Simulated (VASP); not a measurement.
# Si in VASP: work function with LDA

Aim: the work function of Si with LDA.

Everything below comes from runs of VASP 6.6.1. Logs are shortened: lines on timing, memory, paths and dates and some standing lists are left out, and cuts for length are marked.

## Step 1: Starting point

The cell holds a slab with vacuum, 8 atoms: a = 7.675 Å, b = 3.838 Å, c = 14.270 Å, α = 90.00°, β = 90.00°, γ = 90.00°.

The slab is cut from a database's or a generator's crystal, which needn't be the stable form of the element.

## Step 2: Work function, LDA

INCAR

```
PREC     = Accurate       # precision mode
ENCUT    = 300            # plane-wave cutoff, eV
EDIFF    = 1E-7           # SCF threshold, eV
ISMEAR   = 0              # smearing method
SIGMA    = 0.05           # smearing width, eV
LREAL    = F              # projectors in reciprocal space
LASPH    = T              # aspherical terms in the spheres
NELM     = 80             # most SCF steps
ALGO     = Normal         # electronic algorithm
ISIF     = 2              # what is computed and relaxed
LWAVE    = F              # write WAVECAR
LCHARG   = T              # write CHGCAR
LDIPOL   = T            
IDIPOL   = 3            
DIPOL    = 0.5 0.5 0.500
GGA      = CA             # functional
LVHAR    = T            
LVACPOTAV= T            
KPAR     = 2
```

KPOINTS

```
Automatic mesh
0
Gamma
  2 4 1
```

POSCAR

```
Si
1.0
    7.6751067090      0.0000000000      0.0000000000
    0.0000000000      3.8375533540      0.0000000000
    0.0000000000      0.0000000000     14.2703400007
Si
8
Direct
    0.5950000000      0.5000000000      0.3924223249
    0.2500000000      0.0000000000      0.5475384609
    0.0000000000      0.0000000000      0.4524615391
    0.3450000000      0.5000000000      0.6496229242
    0.9050000000      0.5000000000      0.3503770758
    0.7500000000      0.0000000000      0.5475384609
    0.5000000000      0.0000000000      0.4524615391
    0.6550000000      0.5000000000      0.6075776751
```

Potentials or basis: VASP PAW LDA potentials, release 64 (Si).

Launch:

```console
$ cat potpaw_LDA.64/Si/POTCAR > POTCAR
$ mpirun -np 2 vasp_std > vasp.out
```

OUTCAR:

```text
PREC = Accurate
   ENCUT = 300
   EDIFF = 1E-7
   ISMEAR = 0
   LREAL = F
   LASPH = T
   NELM = 80
   ISIF = 2
   GGA = CA

 ion  position               nearest neighbor table
   1  0.595  0.500  0.392-   7 2.22   7 2.22   5 2.45   8 3.10
   2  0.250  0.000  0.548-   3 2.35   7 2.35   4 2.52   4 2.52
   3  0.000  0.000  0.452-   2 2.35   6 2.35   5 2.52   5 2.52
   4  0.345  0.500  0.650-   8 2.45   2 2.52   2 2.52
   5  0.905  0.500  0.350-   1 2.45   3 2.52   3 2.52
   6  0.750  0.000  0.548-   8 2.22   8 2.22   3 2.35   7 2.35
   7  0.500  0.000  0.452-   1 2.22   1 2.22   6 2.35   2 2.35
   8  0.655  0.500  0.608-   6 2.22   6 2.22   4 2.45   1 3.10

  LATTYP: Found a simple orthorhombic cell.
 ALAT       =     3.8375533540
 B/A-ratio  =     2.0000000003
 C/A-ratio  =     3.7186036738

  Lattice vectors:

 A1 = (   0.0000000000,  -3.8375533540,   0.0000000000)
 A2 = (   7.6751067090,   0.0000000000,   0.0000000000)
 A3 = (   0.0000000000,   0.0000000000,  14.2703400007)

Analysis of symmetry for initial positions (statically):
=====================================================================
 Subroutine PRICEL returns:
 Original cell was already a primitive cell.

 Routine SETGRP: Setting up the symmetry group for a
 simple orthorhombic supercell.

 Subroutine GETGRP returns: Found  4 space group operations
 (whereof  2 operations were pure point group operations)
 out of a pool of  8 trial point group operations.

The static configuration has the point symmetry C_1h.
 The point group associated with its full space group is C_2h.

Analysis of symmetry for dynamics (positions and initial velocities):
=====================================================================
 Subroutine PRICEL returns:
 Original cell was already a primitive cell.

 Routine SETGRP: Setting up the symmetry group for a
 simple orthorhombic supercell.

 Subroutine GETGRP returns: Found  4 space group operations
 (whereof  2 operations were pure point group operations)
 out of a pool of  8 trial point group operations.

The dynamic configuration has the point symmetry C_1h.
 The point group associated with its full space group is C_2h.

 Subroutine INISYM returns: Found  4 space group operations
 (whereof  2 operations are pure point group operations),
 and found     1 'primitive' translations

----------------------------------------------------------------------------------------

                                     Primitive cell

  volume of cell :     420.3133

  direct lattice vectors                    reciprocal lattice vectors
     7.675106709  0.000000000  0.000000000     0.130291348  0.000000000  0.000000000
     0.000000000  3.837553354  0.000000000     0.000000000  0.260582696  0.000000000
     0.000000000  0.000000000 14.270340001     0.000000000  0.000000000  0.070075415

  length of vectors
     7.675106709  3.837553354 14.270340001     0.130291348  0.260582696  0.070075415

  position of ions in fractional coordinates (direct lattice)
     0.595000000  0.500000000  0.392422325
     0.250000000  0.000000000  0.547538461
     0.000000000  0.000000000  0.452461539
     0.345000000  0.500000000  0.649622924
     0.905000000  0.500000000  0.350377076
     0.750000000  0.000000000  0.547538461
     0.500000000  0.000000000  0.452461539
     0.655000000  0.500000000  0.607577675

  ion indices of the primitive-cell ions
   primitive index   ion index
                 1           1
                 2           2
                 3           3
                 4           4
                 5           5
                 6           6
                 7           7
                 8           8

----------------------------------------------------------------------------------------

 KPOINTS: Automatic mesh

Automatic generation of k-mesh.
 Grid dimensions read from file:
 generate k-points for:    2    4    1

 Generating k-lattice:

  Cartesian coordinates                     Fractional coordinates (reciprocal lattice)
     0.065145674  0.000000000  0.000000000     0.500000000  0.000000000  0.000000000
     0.000000000  0.065145674  0.000000000     0.000000000  0.250000000  0.000000000
     0.000000000  0.000000000  0.070075415     0.000000000  0.000000000  1.000000000

  Length of vectors
     0.065145674  0.065145674  0.070075415

  Shift w.r.t. Gamma in fractional coordinates (k-lattice)
     0.000000000  0.000000000  0.000000000

 Subroutine IBZKPT returns following result:
 ===========================================

 Found      6 irreducible k-points:

 Following reciprocal coordinates:
            Coordinates               Weight
  0.000000  0.000000  0.000000      1.000000
  0.500000  0.000000  0.000000      1.000000
  0.000000  0.250000  0.000000      2.000000
  0.500000  0.250000  0.000000      2.000000
  0.000000  0.500000  0.000000      1.000000
  0.500000  0.500000  0.000000      1.000000
   k-points           NKPTS =      6   k-points in BZ     NKDIM =      6   number of bands    NBANDS=     21
   number of dos      NEDOS =    301   number of ions     NIONS =      8
   total plane-waves  NPLWV =  96768
   dimension x,y,z NGX =    48 NGY =   24 NGZ =   84
   dimension x,y,z NGXF=    96 NGYF=   48 NGZF=  168
   ions per type =               8
   NGX,Y,Z   is equivalent  to a cutoff of  10.40, 10.40,  9.79 a.u.
   NGXF,Y,Z  is equivalent  to a cutoff of  20.79, 20.79, 19.57 a.u.
 SYSTEM =  unknown system
   PREC   = accura    normal or accurate (medium, high low for compatibility)
   ISTART =      0    job   : 0-new  1-cont  2-samecut
   ICHARG =      2    charge: 1-file 2-atom 10-const
   ISPIN  =      1    spin polarized calculation?
   LNONCOLLINEAR =      F non collinear calculations
   LSORBIT =      F    spin-orbit coupling
   LASPH  =      T    aspherical Exc in radial PAW
   ENCUT  =  300.0 eV  22.05 Ry    4.70 a.u.  10.84  5.42 20.15*2*pi/ulx,y,z
   NELM   =     80;   NELMIN=  2; NELMDL= -5     # of ELM steps
   EDIFF  = 0.1E-06   stopping-criterion for ELM
   LREAL  =      F    real-space projection
   EDIFFG = 0.1E-05   stopping-criterion for IOM
   NSW    =      0    number of steps for IOM
   IBRION =     -1    ionic relax: 0-MD 1-quasi-New 2-CG
   NFREE  =      0    steps in history (QN), initial steepest desc. (CG)
   ISIF   =      2    stress and relaxation
   ISYM   =      2    0-nonsym 1-usesym 2-fastsym
   POTIM  = 0.5000    time-step for ionic-motion
   TEBEG  =    0.0;   TEEND  =   0.0 temperature during run
   PSTRESS=    0.0 pullay stress
   NELECT =      32.0000    total number of electrons
   NUPDOWN=      -1.0000    fix difference up-down
   EMIN   =  10.00;   EMAX   =-10.00  energy-range for DOS
   EFERMI =   0.00;   METHOD = LEGACY
   ISMEAR =     0;   SIGMA  =   0.05  broadening in eV -4-tet -1-fermi 0-gaus
   EFERMI_NEDOS =   21; number of points for ismear=-14 and -15
   IALGO  =     38    algorithm
   IMIX   =      4    mixing-type and parameters
     AMIX     =   0.40;   BMIX     =  1.00
     AMIX_MAG =   1.60;   BMIX_MAG =  1.00
  volume/ion in A,a.u.               =      52.54       354.55
  Fermi-wavevector in a.u.,A,eV,Ry     =   0.693852  1.311191  6.550269  0.481431
  Thomas-Fermi vector in A             =   1.776182
   LORBIT       =      0    0 simple, 1 ext, 2 COOP (PROOUT), +10 PAW based schemes
   GGA     = CA    functional components
   LHFCALC =     F    Hartree Fock is set to
   AEXX    =    0.0000 exact exchange contribution
   IVDW    =     0    specifies the selected vdW correction
   LEPSILON=     F    determine dielectric tensor
   LRPA    =     F    only Hartree local field effects (RPA)
 non-spin polarized calculation
 Gauss-broadening in eV      SIGMA  =   0.05
  energy-cutoff  :      300.00
  volume of cell :      420.31
 maximum number of plane-waves:      4992
 NGX is ok and might be reduce to    48
   NGX = 21   NGY = 11   NGZ = 41

 number of electron      31.9999997 magnetization

 dipolmoment           0.000000      0.000000     -0.000000 electrons x Angstroem

 Free energy of the ion-electron system (eV)
  ---------------------------------------------------
  ext. energy  EPLUGINS =         0.00000000
  ---------------------------------------------------
  free energy    TOTEN  =       -41.37052074 eV

  energy without entropy =      -41.36176744  energy(sigma->0) =      -41.36614409

 E-fermi :  -0.7738     XC(G=0):  -4.7667

 val. band max:       -0.8009750973   @ k =   0.5000   0.2500   0.0000
 cond. band min:      -0.7687912923   @ k =   0.5000   0.0000   0.0000
 fundamental gap:      0.0321838050
 Fermi energy:        -0.7738462349

 k-point     1 :       0.0000    0.0000    0.0000
  band No.  band energies     occupation
      1     -12.9196      2.00000
      2     -10.2649      2.00000
      3     -10.0251      2.00000
      4     -10.0128      2.00000
      5      -7.4714      2.00000
      6      -5.8293      2.00000
[... 13 lines left out ...]
     20       1.3977      0.00000
     21       1.8600      0.00000

 k-point     2 :       0.5000    0.0000    0.0000
  band No.  band energies     occupation
      1     -12.8364      2.00000
      2     -10.9431      2.00000
      3     -10.2277      2.00000
      4      -9.0293      2.00000
      5      -6.7411      2.00000
      6      -6.6004      2.00000
[... 13 lines left out ...]
     20       1.3913      0.00000
     21       1.4785      0.00000

 k-point     3 :       0.0000    0.2500    0.0000
  band No.  band energies     occupation
      1     -12.3545      2.00000
      2      -9.7318      2.00000
      3      -9.5614      2.00000
      4      -9.4863      2.00000
      5      -8.1302      2.00000
      6      -6.4315      2.00000
[... 13 lines left out ...]
     20       1.5608      0.00000
     21       1.8757      0.00000

 k-point     4 :       0.5000    0.2500    0.0000
  band No.  band energies     occupation
      1     -12.2629      2.00000
      2     -10.4763      2.00000
      3      -9.6961      2.00000
      4      -8.5034      2.00000
      5      -7.8782      2.00000
      6      -6.7960      2.00000
[... 13 lines left out ...]
     20       1.0651      0.00000
     21       2.3092      0.00000

 k-point     5 :       0.0000    0.5000    0.0000
  band No.  band energies     occupation
      1     -11.0583      2.00000
      2     -10.1952      2.00000
      3      -8.6932      2.00000
      4      -8.6490      2.00000
      5      -8.4349      2.00000
      6      -7.0911      2.00000
[... 13 lines left out ...]
     20       1.6356      0.00000
     21       1.6418      0.00000

 k-point     6 :       0.5000    0.5000    0.0000
  band No.  band energies     occupation
      1     -10.8793      2.00000
      2     -10.1736      2.00000
      3      -9.6968      2.00000
      4      -8.7016      2.00000
      5      -7.3257      2.00000
      6      -7.3030      2.00000
[... 13 lines left out ...]
     20       1.5104      0.00000
     21       1.5844      0.00000

------------------------ aborting loop because EDIFF is reached ----------------------------------------

  FORCE on cell =-STRESS in cart. coord.  units (eV):
  Direction    XX          YY          ZZ          XY          YZ          ZX
  --------------------------------------------------------------------------------------
  -------------------------------------------------------------------------------------
  Total       -5.6319118      3.8286179     -3.5499807      0.0000000      0.0000000     -3.9629760
  in kB      -21.4680824     14.5941712    -13.5320442      0.0000000      0.0000000    -15.1063262
  external PRESSURE =      -6.8019852 kB  Pullay stress =       0.0000000 kB

 VOLUME and BASIS-vectors are now :
 -----------------------------------------------------------------------------
  energy-cutoff  :      300.00
  volume of cell :      420.31
      direct lattice vectors                 reciprocal lattice vectors
     7.675106709  0.000000000  0.000000000     0.130291348  0.000000000  0.000000000
     0.000000000  3.837553354  0.000000000     0.000000000  0.260582696  0.000000000
     0.000000000  0.000000000 14.270340001     0.000000000  0.000000000  0.070075415

 POSITION                                       TOTAL-FORCE (eV/Angst)
 -----------------------------------------------------------------------------------
      4.56669      1.91878      5.60000         1.933936      0.000000     -0.215660
      1.91878      0.00000      7.81356         0.746610      0.000000      0.526218
      0.00000      0.00000      6.45678        -0.746610      0.000000     -0.526218
      2.64791      1.91878      9.27034        -0.188655      0.000000     -0.929367
      6.94597      1.91878      5.00000         0.188655      0.000000      0.929367
      5.75633      0.00000      7.81356         1.299572      0.000000     -0.568861
      3.83755      0.00000      6.45678        -1.299572      0.000000      0.568861
      5.02719      1.91878      8.67034        -1.933936      0.000000      0.215660
 -----------------------------------------------------------------------------------
    total drift:                                0.000000      0.000000      0.000000

  FREE ENERGIE OF THE ION-ELECTRON SYSTEM (eV)
  ---------------------------------------------------
  free  energy   TOTEN  =       -41.3705207376 eV

  energy  without entropy=      -41.3617674393  energy(sigma->0) =      -41.36614409

 vacuum level on the upper side and lower side of the slab         4.136         4.136
```

Run time: 22 s. Hardware: 2 MPI ranks of Intel Xeon Platinum 8259CL at 2.50GHz (Skylake/Cascade Lake), shared host; peak memory 0.21 GiB.

What came out:

| Quantity | Value |
| --- | --- |
| Free energy | -41.3705 eV |
| Largest force | 1.946 eV/Å |
| Band gap on the k mesh | none (metal or under the smearing width) |
| Work function of the upper face | 4.91 eV |
| Work function of the lower face | 4.91 eV |

Forces in eV/Å, atoms in the order of the input:
```
Si   1.934  0.000 -0.216
Si   0.747  0.000  0.526
Si  -0.747  0.000 -0.526
Si  -0.189  0.000 -0.929
Si   0.189  0.000  0.929
Si   1.300  0.000 -0.569
Si  -1.300  0.000  0.569
Si  -1.934  0.000  0.216
```

Levels at points of the mesh, in eV from the Fermi level:
| k point | band 13 | band 14 | band 15 | band 16 | band 17 | band 18 | band 19 | band 20 |
| --- | --- | --- | --- | --- | --- | --- | --- | --- |
| (0.00, 0.00, 0.00) | -0.77 | -0.44 | -0.33 | -0.32 | 0.16 | 0.29 | 1.32 | 2.17 |
| (0.50, 0.00, 0.00) | -1.16 | -0.89 | -0.34 | 0.01 | 0.17 | 0.62 | 1.94 | 2.17 |
| (0.00, 0.50, 0.00) | -1.90 | -1.50 | -1.48 | -0.84 | -0.12 | 0.91 | 1.40 | 2.41 |
| (0.50, 0.50, 0.00) | -2.13 | -1.79 | -1.50 | -1.07 | 0.22 | 1.11 | 1.21 | 2.28 |

Caveat: the k mesh is coarse (spacing up to 0.41 Å⁻¹), so the values aren't converged; the cutoff is under 1.25 times the usual one of these potentials, so pressure, stress and relaxed cells hold a basis-set (Pulay) error.
